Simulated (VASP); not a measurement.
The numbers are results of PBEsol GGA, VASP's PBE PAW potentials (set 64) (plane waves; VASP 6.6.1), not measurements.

A VASP calculation is set up with these files.

KPOINTS:
```
kpoints
0
Gamma
10 10 6
0 0 0
```

INCAR:
```
# general
SYSTEM  = BN
PREC    = Accurate
ENCUT   = 620
LREAL   = .False.
LASPH   = .True.

# electronic loop
EDIFF   = 1E-6
NELM    = 100
ALGO    = Normal

# smearing
ISMEAR  = 0
SIGMA   = 0.05

# functional
GGA     = PS

# ions
IBRION  = 2
NSW     = 40
ISIF    = 3
EDIFFG  = -0.02
PSTRESS = 200

# output
LWAVE   = .False.
LCHARG  = .False.
```

### POSCAR
```
BN
1
    2.4442946233     0.0000000000     0.0000000000
   -1.2221473116     2.1168211607    -0.0000000000
    0.0000000000     0.0000000000     3.9436720545
B N
2 2
Direct
  0.0000000000   0.0000000000   0.0000000000
  0.0000000000   0.0000000000   0.5000000000
  0.3333330000   0.6666670000   0.2500000000
  0.6666670000   0.3333330000   0.7500000000
```

POTCAR, in this order: B N (PBE.64 set). Program: vasp_std.

Output

File OUTCAR:
```
 ion  position               nearest neighbor table
   1  0.000  0.000  0.000-   3 1.72   4 1.72   3 1.72   4 1.72   4 1.72   3 1.72   2 1.97   2 1.97
  LATTYP: Found a hexagonal cell.
 ALAT       =     2.4442946233
 C/A-ratio  =     1.6134192732
 Subroutine PRICEL returns:
 Original cell was already a primitive cell.
 Subroutine GETGRP returns: Found 24 space group operations
The static configuration has the point symmetry D_3d.
 The point group associated with its full space group is D_6h.
The dynamic configuration has the point symmetry D_3d.
 Subroutine INISYM returns: Found 24 space group operations
 Subroutine IBZKPT returns following result:
 Found     56 irreducible k-points:

 Following reciprocal coordinates:
            Coordinates               Weight
  0.000000  0.000000  0.000000      1.000000
  0.100000 -0.000000  0.000000      6.000000
  0.200000 -0.000000  0.000000      6.000000
  0.300000 -0.000000  0.000000      6.000000
  0.400000 -0.000000  0.000000      6.000000
  0.500000 -0.000000  0.000000      3.000000
  0.100000  0.100000  0.000000      6.000000
  0.200000  0.100000  0.000000     12.000000
...
```

OSZICAR:
```
       N       E                     dE             d eps       ncg     rms          rms(c)
DAV:   1     0.659478227141E+02    0.65948E+02   -0.10078E+04  1344   0.155E+03
DAV:   2    -0.280699887524E+02   -0.94018E+02   -0.85336E+02  1872   0.330E+02
DAV:   3    -0.313206258781E+02   -0.32506E+01   -0.32224E+01  1796   0.597E+01
DAV:   4    -0.313558683314E+02   -0.35242E-01   -0.35151E-01  1636   0.577E+00
DAV:   5    -0.313564697050E+02   -0.60137E-03   -0.60109E-03  1720   0.659E-01    0.873E+00
DAV:   6    -0.298730963122E+02    0.14834E+01   -0.45494E+00  1752   0.187E+01    0.360E+00
DAV:   7    -0.298449808595E+02    0.28115E-01   -0.20495E-01  1676   0.473E+00    0.233E+00
DAV:   8    -0.298352824543E+02    0.96984E-02   -0.15607E-02  1612   0.124E+00    0.288E-01
DAV:   9    -0.298345698821E+02    0.71257E-03   -0.17641E-03  1740   0.480E-01    0.635E-02
DAV:  10    -0.298345799521E+02   -0.10070E-04   -0.13343E-04  1704   0.110E-01    0.163E-02
DAV:  11    -0.298345788051E+02    0.11470E-05   -0.13651E-05  1696   0.337E-02    0.294E-03
DAV:  12    -0.298345787250E+02    0.80079E-07   -0.86395E-07  1016   0.948E-03
   1 F= -.27287409E+02 E0= -.27287409E+02  d E =-.272874E+02
```

### OUTCAR
```
------------------------ aborting loop because EDIFF is reached ----------------------------------------
  FORCE on cell =-STRESS in cart. coord.  units (eV):
  Direction    XX          YY          ZZ          XY          YZ          ZX
  --------------------------------------------------------------------------------------
  Total        2.5024089      2.5024087      2.6236706      0.0000000     -0.0000000      0.0000000
  in kB      196.4854234    196.4854090    206.0067134      0.0000000     -0.0000000      0.0000000
  external PRESSURE =      -0.3408181 kB  Pullay stress =     200.0000000 kB
  volume of cell :       20.41
      direct lattice vectors                 reciprocal lattice vectors
     2.444294623  0.000000000  0.000000000     0.409115984  0.236203232  0.000000000
    -1.222147312  2.116821161  0.000000000     0.000000000  0.472406464  0.000000000
     0.000000000  0.000000000  3.943672054     0.000000000  0.000000000  0.253570780
  FREE ENERGIE OF THE ION-ELECTRON SYSTEM (eV)
  ---------------------------------------------------
  free  energy   TOTEN  =       -29.8345787250 eV

  energy  without entropy=      -29.8345787250  energy(sigma->0) =      -29.83457872
  enthalpy is  TOTEN    =       -27.2874087490 eV   P V=        2.5471699760

 reached required accuracy - stopping structural energy minimisation
```
(Selected blocks of OUTCAR.)

The structure was generated: BN was put into the NiAs type type (P6_3/mmc), which need not be its known phase. It was relaxed first under an external pressure of 20 GPa.
